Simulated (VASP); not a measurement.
Given:

```xyz
5
Lattice="4.0680 0.0000 0.0000 0.0000 4.0680 0.0000 0.0000 0.0000 4.2233" Properties=species:S:1:pos:R:3 pbc="T T T"
Ba     0.0000     0.0000     0.0253
Ti     2.0340     2.0340     2.2167
O      2.0340     2.0340     4.0826
O      0.0000     2.0340     2.0408
O      2.0340     0.0000     2.0408
```

Calculation: PBE GGA with D3 dispersion (zero damping), VASP's PBE PAW potentials (set 64) (plane waves; VASP). Settings: 520 eV cut-off, 6×6×6 Γ-centred mesh, Gaussian smearing of 0.050 eV, potentials Ba_sv Ti_sv O.

### Question
The ions and cell shape at fixed volume are relaxed. What does this cell relax into?

### Answer

```xyz
5
Lattice="3.9970 0.0000 0.0000 0.0000 3.9970 0.0000 0.0000 0.0000 4.3746" Properties=species:S:1:pos:R:3 pbc="T T T"
Ba     0.0000     3.9970     0.0948
Ti     1.9985     1.9985     2.3491
O      1.9985     1.9985     4.1469
O      0.0000     1.9985     2.0941
O      1.9985     0.0000     2.0941
```
Space group P4mm (99), at a tolerance of 0.03 Å.

### Question
How much energy does the relaxation gain?

### Answer
The energy (σ→0) changes by -9.0 meV/atom, in 16 ionic steps.

The compound is BaTiO3 in the tetragonal perovskite structure. This cell is one point of a volume scan, at 1.06 of the reference volume. Symmetry was kept, so distortions that lower it aren't found.
